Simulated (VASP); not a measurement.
Input:

```
NiSb
1.0
    3.64624     0.00000     0.00000
   -1.82312     3.15774     0.00000
    0.00000     0.00000    12.30105
Ni Sb
4 4
Direct
  0.33333   0.66667   0.12500
  0.66667   0.33333   0.62500
  0.66667   0.33333   0.87500
  0.33333   0.66667   0.37500
  0.00000   0.00000   0.00000
  0.00000   0.00000   0.50000
  0.33333   0.66667   0.75000
  0.66667   0.33333   0.25000
```
Starting moments (μB, in the order of the record's atoms Ni Ni Ni Ni Sb Sb Sb Sb): 2.0 2.0 2.0 2.0 0.0 0.0 0.0 0.0.

Computed with PBE GGA, VASP's PBE PAW potentials (set 64) (plane waves; VASP). Numerical set-up: 420 eV cut-off, 4×4×1 Γ-centred mesh shifted by (0.5, 0.5, 0.5), Fermi-Dirac smearing of 0.050 eV, potentials Ni Sb.

The ions, cell shape and volume are relaxed. Which structure does the run end with?

```
NiSb
1.0
    3.91236     0.00000     0.00000
   -1.95618     3.38820     0.00000
    0.00000     0.00000    10.82559
Ni Sb
4 4
Direct
  0.33333   0.66667   0.12789
  0.66667   0.33333   0.62789
  0.66667   0.33333   0.87211
  0.33333   0.66667   0.37211
  0.00000   0.00000   0.00000
  0.00000   0.00000   0.50000
  0.33333   0.66667   0.75000
  0.66667   0.33333   0.25000
```
Space group P6_3/mmc (194), at a tolerance of 0.03 Å. The cell ends with 0.00 μB, on the sites 0.00 0.00 0.00 0.00 0.00 0.00 0.00 0.00 μB.

How do energy and volume change from the first to the last step?

The energy (σ→0) changes by -76.1 meV/atom and the volume by +1.3 %, in 23 ionic steps.

```tsv
step	E(σ→0) (eV)	max force (eV/Å)	pressure (GPa)	volume (Å³)
1	-38.8106	0.642	2.43	141.63
2	-39.0395	0.455	-1.74	147.14
3	-39.0858	0.342	-4.55	151.45
4	-39.2064	0.193	-3.85	150.23
5	-39.3268	0.200	-2.23	148.03
6	-39.3342	0.324	-1.82	147.45
7	-39.3336	0.292	-2.02	147.60
8	-39.3618	0.250	-0.52	145.35
9	-39.3675	0.216	0.55	143.78
10	-39.3801	0.163	0.40	143.82
11	-39.4043	0.011	0.08	143.90
12	-39.3960	0.253	-0.49	144.04
13	-39.4098	0.096	-0.23	143.96
14	-39.4177	0.064	0.20	143.35
15	-39.4188	0.040	0.42	142.95
16	-39.4184	0.029	0.55	142.78
17	-39.4175	0.004	-0.49	144.19
18	-39.4194	0.015	-0.06	143.56
19	-39.4194	0.016	-0.11	143.55
20	-39.4193	0.023	0.23	143.16
21	-39.4194	0.017	0.07	143.49
22	-39.4194	0.016	0.00	143.53
23	-39.4194	0.008	0.06	143.50
```

The structure was generated: NiSb was put into an ordered model structure, which need not be its known phase. This run relaxes it. Symmetry was kept, so distortions that lower it aren't found. The k-mesh is coarse (spacing up to 0.58 per Å, 2π included), so the numbers may not be converged in it. The run is one of a series of settings (EDIFFG = -0.01, ENCUT = 420, IBRION = 2, ISIF = 3, NSW = 50 against the base run), some of them coarse on purpose.
